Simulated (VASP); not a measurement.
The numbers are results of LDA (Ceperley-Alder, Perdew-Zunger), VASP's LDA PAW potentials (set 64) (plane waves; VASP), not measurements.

VASP ran on this input.

KPOINTS:
```
Regular mesh
0
G
 7 7 4
0 0 0
```

### POSCAR
```
ZnS
1
    1.8714451269    -3.2414380034     0.0000000000
    1.8714451269     3.2414380034     0.0000000000
    0.0000000000     0.0000000000     6.1318789867
Zn S
2 2
Direct
  0.6666670000   0.3333330000   0.5003250506
  0.3333330000   0.6666670000   0.0003250506
  0.6666670000   0.3333330000   0.8746749494
  0.3333330000   0.6666670000   0.3746749494
```

INCAR:
```
SYSTEM=ZnS
PREC=Accurate; ENCUT=400; LREAL=.FALSE.
LASPH=.TRUE.
EDIFF=1E-8; NELM=100; ALGO=Normal
LMAXMIX=4
ISMEAR=0; SIGMA=0.01
LWAVE=.FALSE.; LCHARG=.FALSE.
LEPSILON=.TRUE.
```

POTCAR, in this order: Zn S (LDA.64 set). Program: vasp_std.

Output

**OUTCAR**
```
 ion  position               nearest neighbor table
   1  0.667  0.333  0.500-   4 2.29   4 2.29   4 2.29   3 2.30
   2  0.333  0.667  0.000-   3 2.29   3 2.29   3 2.29   4 2.30
   3  0.667  0.333  0.875-   2 2.29   2 2.29   2 2.29   1 2.30
   4  0.333  0.667  0.375-   1 2.29   1 2.29   1 2.29   2 2.30
  LATTYP: Found a hexagonal cell.
 ALAT       =     3.7428902192
 C/A-ratio  =     1.6382738012
 Subroutine PRICEL returns:
 Original cell was already a primitive cell.
 Subroutine GETGRP returns: Found 12 space group operations
The static configuration has the point symmetry C_3v.
 The point group associated with its full space group is C_6v.
The dynamic configuration has the point symmetry C_3v.
 Subroutine INISYM returns: Found 12 space group operations
 Subroutine IBZKPT returns following result:
 Found     24 irreducible k-points:

 Following reciprocal coordinates:
            Coordinates               Weight
  0.000000  0.000000  0.000000      1.000000
  0.142857 -0.000000  0.000000      6.000000
  0.285714  0.000000  0.000000      6.000000
  0.428571 -0.000000  0.000000      6.000000
  0.142857  0.142857  0.000000      6.000000
  0.285714  0.142857  0.000000     12.000000
  0.428571  0.142857  0.000000      6.000000
  0.285714  0.285714  0.000000      6.000000
  0.000000  0.000000  0.250000      2.000000
  0.142857 -0.000000  0.250000     12.000000
  0.285714  0.000000  0.250000     12.000000
  0.428571 -0.000000  0.250000     12.000000
  0.142857  0.142857  0.250000     12.000000
  0.285714  0.142857  0.250000     24.000000
  0.428571  0.142857  0.250000     12.000000
  0.285714  0.285714  0.250000     12.000000
  0.000000  0.000000  0.500000      1.000000
  0.142857 -0.000000  0.500000      6.000000
  0.285714  0.000000  0.500000      6.000000
  0.428571 -0.000000  0.500000      6.000000
...
```

OUTCAR:
```


 HEAD OF MICROSCOPIC STATIC DIELECTRIC TENSOR (INDEPENDENT PARTICLE, excluding Hartree and local field effects)
 ------------------------------------------------------
           6.682987     0.000000     0.000000
           0.000000     6.682987     0.000000
           0.000000     0.000000     6.690891
 ------------------------------------------------------

 MACROSCOPIC STATIC DIELECTRIC TENSOR (including local field effects in DFT)
 ------------------------------------------------------
           6.172701     0.000000     0.000000
           0.000000     6.172701     0.000000
          -0.000000     0.000000     6.194243
 ------------------------------------------------------

 PIEZOELECTRIC TENSOR (including local field effects)  for field in x, y, z        (e  Angst)
          XX          YY          ZZ          XY          YZ          ZX
  --------------------------------------------------------------------------------
  x     0.00000     0.00000    -0.00000     0.00000     0.00000     1.71912
  y     0.00000     0.00000    -0.00000     0.00000     1.71912     0.00000
  z     1.61358     1.61358    -3.40935     0.00000     0.00000     0.00000

 PIEZOELECTRIC TENSOR (including local field effects)  for field in x, y, z        (C/m^2)
          XX          YY          ZZ          XY          YZ          ZX
  --------------------------------------------------------------------------------
  x     0.00000     0.00000    -0.00000     0.00000     0.00000     0.37023
  y     0.00000     0.00000    -0.00000     0.00000     0.37023     0.00000
  z     0.34751     0.34751    -0.73425     0.00000     0.00000     0.00000

 BORN EFFECTIVE CHARGES (including local field effects) (in |e|, cummulative output)
 ---------------------------------------------------------------------------------
 ion    1
    1     1.86744     0.00000    -0.00000
    2     0.00000     1.86744     0.00000
    3     0.00000     0.00000     1.95522
 ion    2
    1     1.86744     0.00000     0.00000
    2     0.00000     1.86744    -0.00000
    3     0.00000    -0.00000     1.95522
 ion    3
    1    -1.86744     0.00000     0.00000
    2     0.00000    -1.86744    -0.00000
    3     0.00000     0.00000    -1.95522
 ion    4
    1    -1.86744     0.00000    -0.00000
    2     0.00000    -1.86744    -0.00000
    3     0.00000     0.00000    -1.95522
```
(Selected blocks of OUTCAR.)

The dielectric response may not be converged in the k-mesh; for small gaps it tends to come out too large.

The compound is ZnS in the wurtzite structure, the high-temperature form. It was relaxed first, which changed the volume by -6 %.
